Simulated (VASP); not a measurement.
Here is the system:

```xyz
10
Lattice="4.4312 0.0000 0.0000 -2.2156 3.8375 0.0000 0.0000 0.0000 23.9656" Properties=species:S:1:pos:R:3 pbc="T T T"
Mo     0.0000     0.0000     7.9125
Mo     2.2156     1.2792     8.8170
Mo     0.0000     2.5583     9.7215
Mo     0.0000     0.0000    10.6260
Mo     2.2156     1.2792    11.5305
Mo     0.0000     2.5583    12.4350
Mo     0.0000     0.0000    13.3395
Mo     2.2156     1.2792    14.2441
Mo     0.0000     2.5583    15.1486
Mo     0.0000     0.0000    16.0531
```

Method: PBEsol GGA, VASP's PBE PAW potentials (set 64) (plane waves; VASP). Settings: PREC = Normal, EDIFF = 1E-5, 400 eV cut-off, 7×7×1 Γ-centred mesh, first-order Methfessel-Paxton smearing of 0.10 eV, potentials Mo_sv.

**Question.** The ions are relaxed. What does this cell relax into?

**Answer.** 
```xyz
10
Lattice="4.4312 0.0000 0.0000 -2.2156 3.8375 0.0000 0.0000 0.0000 23.9656" Properties=species:S:1:pos:R:3 pbc="T T T"
Mo    -2.2156     3.8375     8.1803
Mo     2.2156     1.2792     8.8837
Mo     0.0000     2.5583     9.5808
Mo    -2.2156     3.8375    10.6276
Mo     2.2156     1.2792    11.4775
Mo     0.0000     2.5583    12.4880
Mo     0.0000     0.0000    13.3379
Mo     2.2156     1.2792    14.3847
Mo     0.0000     2.5583    15.0818
Mo     0.0000     0.0000    15.7853
```

**Question.** How much energy does the relaxation gain?

**Answer.** The energy (σ→0) changes by -89.9 meV/atom, in 14 ionic steps.

The cell is a thin slab with vacuum, built from Mo (bcc): (111) face.
